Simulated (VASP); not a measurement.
Input:

```xyz
4
Lattice="3.7903 0.0000 0.0000 0.0000 3.7903 0.0000 0.0000 0.0000 4.9291" Properties=species:S:1:pos:R:3 pbc="T T T"
Sn     1.8952     0.0000     3.7903
Sn     0.0000     1.8952     1.1388
O      1.8952     1.8952     0.0000
O      0.0000     0.0000     0.0000
```

The numbers are results of PBE GGA, VASP's PBE PAW potentials (set 64) (plane waves; VASP), not measurements. Settings: 520 eV cut-off, 7×7×5 Γ-centred mesh, Gaussian smearing of 0.050 eV, potentials Sn_d O.

Without a dispersion term in the relaxation, distances and binding between the weakly bound layers, chains or molecules are unreliable, and so is what depends on them.

Question: The ions and cell shape at fixed volume are relaxed. Give the cell that the relaxation ends in.

Answer: 
```xyz
4
Lattice="3.8444 0.0000 0.0000 0.0000 3.8444 0.0000 0.0000 0.0000 4.7913" Properties=species:S:1:pos:R:3 pbc="T T T"
Sn     1.9222     3.8444     3.6305
Sn     0.0000     1.9222     1.1608
O      1.9222     1.9222     0.0000
O      0.0000     0.0000     0.0000
```
Space group P4/nmm (129), at a tolerance of 0.03 Å.

Question: How much energy does the relaxation gain?

Answer: The energy (σ→0) changes by -13.8 meV/atom, in 7 ionic steps.

The compound is SnO in the litharge structure. This cell is one point of a volume scan, at 0.94 of the reference volume. Symmetry was kept, so distortions that lower it aren't found.
